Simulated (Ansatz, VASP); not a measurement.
One calculation of ZnAg, two programs

```
Zn Ag
1.0
     3.07601    0.00000    0.00000
     0.00000    3.07601    0.00000
     0.00000    0.00000    3.07601
Zn Ag
1 1
Direct
  0.50000 0.50000 0.50000
  0.00000 0.00000 0.00000
```

Alike in both runs: functional LDA; k mesh 14 × 14 × 14; occupations gaussian, width 0.1 eV; no spin polarisation.

Ansatz relaxed the structure, and its values are those at the end. VASP's run is a single point on that final structure, the one shown.

|  | VASP | Ansatz |
| --- | --- | --- |
| version | VASP 6.6.1 | Ansatz 0.2.0 |
| potentials or method | VASP PAW LDA potentials, release 64 (Zn, Ag) | scalar-relativistic, plane waves, PAW |
| plane-wave cutoff (eV) | 520 | 420 |
| valence electrons in the cell | 23 | 31 |

```csv
,VASP,Ansatz,Ansatz less VASP
gap on the k mesh at the Fermi level (eV),none,none,-
pressure (GPa),0.5,0.0,-0.49
```

A gap of «none» marks a metal or a gap that the smearing closes. The two sets of potentials don't hold the same shells in valence.
